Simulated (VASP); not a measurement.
TiAs: relaxation of cell and atoms with LDA

The system is TiAs.

```xyz
4
Lattice="3.6639 0.0000 0.0000 -1.8320 3.1731 0.0000 0.0000 0.0000 6.1150" Properties=species:S:1:pos:R:3 pbc="T T T"
Ti    0.0000    0.0000    3.0575
Ti    0.0000    0.0000    0.0000
As    1.8320    1.0577    4.5863
As    0.0000    2.1154    1.5288
```

The cell is a database's computed one.

```yaml
Program: VASP 6.6.1
Task: relaxation of cell and atoms
Functional: LDA
Potentials_or_basis: VASP PAW LDA potentials, release 64 (Ti_sv, As)
Cutoff: 600 eV
k_mesh: 12 × 12 × 8
Occupations: gaussian, width 0.1 eV
Spin: no spin polarisation
Dipole_correction: no
Further_INCAR_settings: ALGO = Fast; EDIFF = 1e-06; IBRION = 2; EDIFFG = -0.005; NSW = 70; ISIF = 3
```

| Property | Result |
| --- | --- |
| Relaxed volume | 16.70 Å³/atom |
| Relaxed cell | a = 3.577 Å, b = 3.577 Å, c = 6.031 Å, α = 90.00°, β = 90.00°, γ = 120.00° |
| Space group after relaxing (to 0.05 Å) | P6_3/mmc (No. 194) |
| Energy gained by relaxing | 25.6 meV/atom |
| Ionic steps | 11 |
| Pressure after relaxing | 0.0 GPa |
| Band gap on the k mesh | none (metal or under the smearing width) |

The path:
```csv
step,energy change (eV),largest force (eV/Å),pressure (GPa),volume (Å³)
1,0.0000,0.0000,-7.35,71.09
2,0.0087,0.0000,9.42,63.03
3,-0.1009,0.0000,-0.11,66.97
4,-0.1009,0.0000,0.04,66.89
5,-0.1017,0.0000,0.07,66.85
6,-0.1024,0.0000,0.09,66.78
7,-0.1024,0.0000,0.09,66.78
8,-0.1024,0.0000,0.08,66.77
9,-0.1024,0.0000,0.09,66.77
10,-0.1023,0.0000,-0.14,66.89
11,-0.1024,0.0000,-0.03,66.82
```

Final structure:
```
Ti As
1.0
     3.57663    0.00000    0.00000
    -1.78832    3.09745    0.00000
     0.00000    0.00000    6.03140
Ti As
2 2
Direct
  0.00000 0.00000 0.50000
  0.00000 0.00000 0.00000
  0.66667 0.33333 0.75000
  0.33333 0.66667 0.25000
```

Levels at points of the mesh, in eV from the Fermi level:
```
           k point  band 14  band 15  band 16  band 17  band 18  band 19  band 20  band 21
(0.00, 0.00, 0.00)    -1.42    -0.14    -0.14    -0.04    -0.04     0.77     1.17     1.17
(0.50, 0.00, 0.00)    -3.01    -2.92    -1.57    -1.17     0.44     1.13     1.26     1.60
(0.00, 0.00, 0.50)    -1.90    -1.90    -1.90     0.46     0.46     0.46     0.46     1.18
(0.50, 0.00, 0.50)    -2.68    -2.25    -2.25    -0.38    -0.38     1.40     1.40     1.80
```

It took 16 min on 1 thread of Intel(R) Xeon(R) 6975P-C (Granite Rapids), with other jobs on the host, peak memory 0.31 GiB.
